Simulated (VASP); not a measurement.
Input:

```yaml
crystal:
  lattice:
    - [6.76412, 0.00000, 0.00000]
    - [-3.38206, 5.85790, 0.00000]
    - [0.00000, 0.00000, 4.98194]
  atoms:
    - { symbol: Ba, position: [0.66667, 0.33333, 0.25000] }
    - { symbol: Ba, position: [0.33333, 0.66667, 0.75000] }
    - { symbol: Ge, position: [0.87457, 0.74915, 0.75000] }
    - { symbol: Ge, position: [0.12543, 0.25085, 0.25000] }
    - { symbol: Ge, position: [0.12543, 0.87457, 0.25000] }
    - { symbol: Ge, position: [0.87457, 0.12543, 0.75000] }
    - { symbol: Ge, position: [0.25085, 0.12543, 0.75000] }
    - { symbol: Ge, position: [0.74915, 0.87457, 0.25000] }
```

Level of theory: PBEsol GGA, VASP's PBE PAW potentials (set 64) (plane waves; VASP 6.6.1). Run with 300 eV cut-off, 3×3×4 Γ-centred mesh, Gaussian smearing of 0.10 eV, potentials Ba_sv Ge_d.

**Question.** Give the energies of bands 48 to 61 at the high-symmetry points, in eV from the Fermi level.

**Answer.** 
| band | Γ | M | K | A | L | H |
|---|---|---|---|---|---|---|
| 48 | -2.34 | -2.59 | -2.98 | -2.89 | -2.77 | -2.81 |
| 49 | -2.34 | -2.46 | -2.42 | -2.89 | -2.47 | -2.65 |
| 50 | -2.28 | -2.29 | -2.42 | -2.89 | -2.47 | -2.65 |
| 51 | -2.28 | -2.24 | -1.13 | 0.04 | 0.28 | -0.04 |
| 52 | -0.30 | -1.25 | -1.11 | 0.04 | 0.28 | -0.04 |
| 53 | -0.30 | -0.71 | -1.11 | 2.54 | 0.35 | 0.52 |
| 54 | 0.30 | 0.53 | -1.09 | 2.54 | 0.35 | 0.52 |
| 55 | 0.30 | 1.13 | 1.82 | 2.54 | 1.07 | 0.88 |
| 56 | 1.20 | 1.15 | 1.85 | 2.54 | 1.07 | 0.88 |
| 57 | 2.08 | 1.75 | 1.85 | 2.68 | 2.51 | 2.10 |
| 58 | 2.08 | 2.05 | 2.40 | 2.68 | 2.51 | 2.10 |
| 59 | 2.12 | 2.82 | 2.40 | 3.44 | 2.65 | 2.45 |
| 60 | 3.31 | 2.99 | 2.40 | 3.44 | 2.65 | 2.45 |
| 61 | 3.31 | 3.00 | 2.40 | 3.96 | 2.96 | 3.62 |

It has no gap at this level: it comes out as a metal or semimetal.

The structure comes from a computed database's BaGe3 entry (P6_3/mmc); how it stands against other phases isn't given here. The cell was not relaxed at this level. The k-mesh is coarse (spacing up to 0.36 per Å, 2π included), so the numbers may not be converged in it.
